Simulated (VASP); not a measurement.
TiB2:

```
Ti B
1.0
     3.02920    0.00000    0.00000
    -1.51460    2.62336    0.00000
     0.00000    0.00000    3.22840
Ti B
1 2
Direct
  0.00000 0.00000 0.00000
  0.33333 0.66667 0.50000
  0.66667 0.33333 0.50000
```

Base run:

* Program: VASP 6.6.1
* Functional: PBE
* Potentials or basis: VASP PAW PBE potentials, release 64 (Ti_sv, B)
* Cutoff: 520 eV
* k mesh: 9 × 9 × 6
* Occupations: gaussian, width 0.1 eV
* Spin: no spin polarisation

Its results: band gap on the k mesh none (metal or under the smearing width); pressure 0.4 GPa.

Task: After a change of settings the same cell gave: band gap on the k mesh none (metal or under the smearing width); pressure -0.5 GPa. Which change was it?
A. k mesh from 9 × 9 × 6 to 6 × 6 × 4
B. k mesh from 9 × 9 × 6 to 9 × 9 × 8
C. k mesh from 9 × 9 × 6 to 3 × 3 × 4
D. k mesh from 9 × 9 × 6 to 18 × 18 × 14

Result: C.

Caveats: some runs use coarse meshes.

Not every run made on this cell is shown here.
